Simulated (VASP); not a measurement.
Output of a VASP run:

### OSZICAR
```
...
DAV:   5    -0.106990356896E+02   -0.19572E+01   -0.19210E+01  2456   0.335E+01    0.559E+00
DAV:   6    -0.109328881857E+02   -0.23385E+00   -0.25684E+00  2384   0.119E+01    0.292E+00
DAV:   7    -0.109869819720E+02   -0.54094E-01   -0.43448E-01  2304   0.483E+00    0.750E-01
DAV:   8    -0.110040958522E+02   -0.17114E-01   -0.78281E-02  2480   0.194E+00    0.378E-01
DAV:   9    -0.110079037372E+02   -0.38079E-02   -0.11370E-02  2384   0.619E-01    0.303E-01
DAV:  10    -0.110106120107E+02   -0.27083E-02   -0.69281E-03  1928   0.836E-01    0.178E-01
DAV:  11    -0.110101398222E+02    0.47219E-03   -0.20524E-03  2256   0.464E-01    0.138E-02
DAV:  12    -0.110101626232E+02   -0.22801E-04   -0.29117E-04  2384   0.108E-01    0.184E-02
DAV:  13    -0.110101623193E+02    0.30389E-06   -0.30820E-05  1896   0.463E-02    0.118E-02
DAV:  14    -0.110101620705E+02    0.24878E-06   -0.22617E-06  1320   0.219E-02
   1 F= -.11010162E+02 E0= -.11008308E+02  d E =-.110102E+02
       N       E                     dE             d eps       ncg     rms          rms(c)
DAV:   1    -0.111926623794E+02   -0.18250E+00   -0.61636E+00  2050   0.300E+01    0.202E+00
DAV:   2    -0.110520999515E+02    0.14056E+00   -0.55776E-01  2074   0.873E+00    0.829E-01
DAV:   3    -0.110241192386E+02    0.27981E-01   -0.17792E-01  2160   0.356E+00    0.180E-01
DAV:   4    -0.110240697873E+02    0.49451E-04   -0.12377E-02  2254   0.990E-01    0.983E-02
DAV:   5    -0.110240915091E+02   -0.21722E-04   -0.11386E-03  2376   0.267E-01    0.687E-02
DAV:   6    -0.110241559710E+02   -0.64462E-04   -0.47220E-04  2270   0.209E-01    0.149E-02
DAV:   7    -0.110241551233E+02    0.84772E-06   -0.44511E-05  2280   0.642E-02    0.597E-03
DAV:   8    -0.110241539505E+02    0.11728E-05   -0.27488E-06  1312   0.216E-02    0.182E-03
DAV:   9    -0.110241538585E+02    0.92008E-07   -0.71481E-07  1032   0.191E-02
   2 F= -.11024154E+02 E0= -.11022861E+02  d E =-.139918E-01
       N       E                     dE             d eps       ncg     rms          rms(c)
DAV:   1    -0.110536996807E+02   -0.29546E-01   -0.10514E+00  2026   0.127E+01    0.815E-01
DAV:   2    -0.110307055024E+02    0.22994E-01   -0.86631E-02  2042   0.339E+00    0.354E-01
DAV:   3    -0.110255137129E+02    0.51918E-02   -0.33428E-02  2144   0.154E+00    0.801E-02
DAV:   4    -0.110254949855E+02    0.18727E-04   -0.24254E-03  2230   0.471E-01    0.399E-02
DAV:   5    -0.110255054780E+02   -0.10492E-04   -0.19899E-04  2400   0.111E-01    0.277E-02
DAV:   6    -0.110255137944E+02   -0.83164E-05   -0.73824E-05  2252   0.828E-02    0.820E-03
DAV:   7    -0.110255119292E+02    0.18652E-05   -0.12106E-05  1784   0.358E-02    0.147E-03
DAV:   8    -0.110255117341E+02    0.19512E-06   -0.83820E-07   906   0.190E-02
   3 F= -.11025512E+02 E0= -.11024619E+02  d E =-.153497E-01
       N       E                     dE             d eps       ncg     rms          rms(c)
DAV:   1    -0.110299806337E+02   -0.44687E-02   -0.27551E-01  2052   0.918E+00    0.296E-01
DAV:   2    -0.110270364691E+02    0.29442E-02   -0.10843E-02  2174   0.120E+00    0.149E-01
DAV:   3    -0.110261032421E+02    0.93323E-03   -0.55548E-03  2272   0.758E-01    0.402E-02
DAV:   4    -0.110261076901E+02   -0.44480E-05   -0.36772E-04  2240   0.181E-01    0.227E-02
DAV:   5    -0.110261152284E+02   -0.75383E-05   -0.25677E-05  1976   0.491E-02    0.120E-02
DAV:   6    -0.110261158634E+02   -0.63496E-06   -0.84355E-06  1366   0.309E-02
   4 F= -.11026116E+02 E0= -.11025420E+02  d E =-.604129E-03
```

### OUTCAR
```
------------------------ aborting loop because EDIFF is reached ----------------------------------------
  FORCE on cell =-STRESS in cart. coord.  units (eV):
  Direction    XX          YY          ZZ          XY          YZ          ZX
  --------------------------------------------------------------------------------------
  Total        0.0104471      0.0104471     -0.0678737      0.0000000      0.0000000      0.0000000
  in kB        0.1188753      0.1188753     -0.7723183      0.0000000      0.0000000      0.0000000
  external PRESSURE =      -0.1781892 kB  Pullay stress =       0.0000000 kB
  volume of cell :      140.80
      direct lattice vectors                 reciprocal lattice vectors
     1.851693622 -3.207227648  0.000000000     0.270023072 -0.155897883 -0.000000000
     1.851693622  3.207227648  0.000000000     0.270023072  0.155897883 -0.000000000
     0.000000000  0.000000000 11.854603485     0.000000000  0.000000000  0.084355415
 POSITION                                       TOTAL-FORCE (eV/Angst)
 -----------------------------------------------------------------------------------
      1.85169     -3.20723      5.92730        -0.000000      0.000000     -0.000000
      1.85169     -3.20723     11.85460        -0.000000      0.000000     -0.000000
      1.85169      1.06908      2.96365         0.000000      0.000000      0.000000
      1.85169     -1.06908      8.89095        -0.000000     -0.000000      0.000000
 -----------------------------------------------------------------------------------
    total drift:                                0.000000      0.000000      0.000000
  FREE ENERGIE OF THE ION-ELECTRON SYSTEM (eV)
  ---------------------------------------------------
  free  energy   TOTEN  =       -11.0261158634 eV

  energy  without entropy=      -11.0240294613  energy(sigma->0) =      -11.02542040

 reached required accuracy - stopping structural energy minimisation
```
(Selected blocks of OUTCAR.)

**POSCAR**
```
La
1
    1.8214836803    -3.1549024841    -0.0000000000
    1.8214836803     3.1549024841    -0.0000000000
   -0.0000000000     0.0000000000    11.8860711649
La
4
Direct
  0.0000000000   0.0000000000   0.5000000000
  0.0000000000   0.0000000000   0.0000000000
  0.3333330000   0.6666670000   0.2500000000
  0.6666670000   0.3333330000   0.7500000000
```

Problem. Reconstruct the remaining input files.

Solution. One answer among several that fit: the input of the run itself, optB86b-vdW, plane waves, VASP's PBE PAW potentials (set 64).

**KPOINTS**
```
Automatic mesh
0
Gamma
9 9 3
0 0 0
```

### INCAR
```
AGGAC  =  0.0
ALGO  =  Normal
EDIFF  =  1E-6
EDIFFG  =  -0.02
ENCUT  =  520
GGA  =  MK
IBRION  =  2
ISIF  =  3
ISMEAR  =  1
LASPH  =  .True.
LCHARG  =  .False.
LMAXMIX  =  6
LREAL  =  .False.
LUSE_VDW  =  .True.
LWAVE  =  .False.
NELM  =  100
NSW  =  60
PARAM1  =  0.1234
PARAM2  =  1.0
PREC  =  Accurate
SIGMA  =  0.1
SYSTEM  =  La
```

POTCAR, in this order: La (PBE.64 set). Program: vasp_std.

Energy and stress use the plane-wave basis of the starting cell.

The compound is La in the dhcp structure. This run relaxes it. Symmetry was kept, so distortions that lower it aren't found. The start is the result of an earlier pass.
